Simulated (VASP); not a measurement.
KF (rock salt) relaxed at rising pressure, in one space group throughout; other phases were not tried. The pressures are those reached. Calculation: PBEsol GGA, VASP's PBE PAW potentials (set 64) (plane waves; VASP).

```json
[
 {"P (GPa)": "-0.07", "V (Å³/atom)": "18.732", "k-mesh": "9×9×9"},
 {"P (GPa)": "4.98", "V (Å³/atom)": "16.735", "k-mesh": "9×9×9"},
 {"P (GPa)": "10.20", "V (Å³/atom)": "15.496", "k-mesh": "9×9×9"},
 {"P (GPa)": "20.05", "V (Å³/atom)": "14.026", "k-mesh": "9×9×9"},
 {"P (GPa)": "29.94", "V (Å³/atom)": "13.060", "k-mesh": "10×10×10"}
]
```

A change of mesh leaves a small step in the series.

Problem. Fit an equation of state and predict the volume at 44.96 GPa.

Solution. Least squares on the third-order Birch-Murnaghan form, P = (3B0/2)(y⁷ − y⁵)[1 + (3/4)(B′ − 4)(y² − 1)] with y = (V0/V)^(1/3), gives V0 = 18.695 Å³/atom, B0 = 34 GPa and B′ = 4.9, and so 12.047 Å³/atom. The run gave 12.047 Å³/atom, +0.0 % from the fit.

Pressures at which the relaxation failed are left out.

The compound is KF in the rock salt structure.
